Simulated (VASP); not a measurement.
A convergence study with VASP on BAs (zinc blende): one setting is varied, all else stays as given below, so the limit is that of these other settings.

```
CELL_PARAMETERS angstrom
      0.00000     2.39000     2.39000
      2.39000     0.00000     2.39000
      2.39000     2.39000     0.00000
ATOMIC_POSITIONS crystal
  B  0.00000 0.00000 0.00000
  As 0.25000 0.25000 0.25000
```

Method: PBE GGA, VASP's PBE PAW potentials (set 64) (plane waves; VASP). The tightest run used: 700 eV cut-off, 19×19×19 Γ-centred mesh, Gaussian smearing of 0.050 eV, potentials B As.

| setting | E (eV/atom) | pressure (GPa) | irreducible k-points |
|---|---|---|---|
| 1×1×1 mesh | 5.5658 | 108.19 | 1 |
| 2×2×2 mesh | -4.2581 | 15.12 | 3 |
| 3×3×3 mesh | -5.3853 | 5.53 | 4 |
| 4×4×4 mesh | -5.6153 | 3.76 | 8 |
| 5×5×5 mesh | -5.6766 | 3.32 | 10 |
| 6×6×6 mesh | -5.6952 | 3.20 | 16 |
| 7×7×7 mesh | -5.7013 | 3.17 | 20 |
| 8×8×8 mesh | -5.7035 | 3.16 | 29 |

Problem. These are the cheaper rows. Estimate the results at 19×19×19 mesh, and how far the last row shown lies from them.

Solution. 
| quantity | tightest run | last row shown is off by |
|---|---|---|
| E (eV/atom) | -5.7047 | 0.0013 |
| pressure (GPa) | 3.16 | 0.00 |

Left out are rungs that failed or repeat a setting and relaxations that didn't move; long series are thinned to 24 rows.

The compound is BAs in the zinc blende structure. The cell was not relaxed at this level.
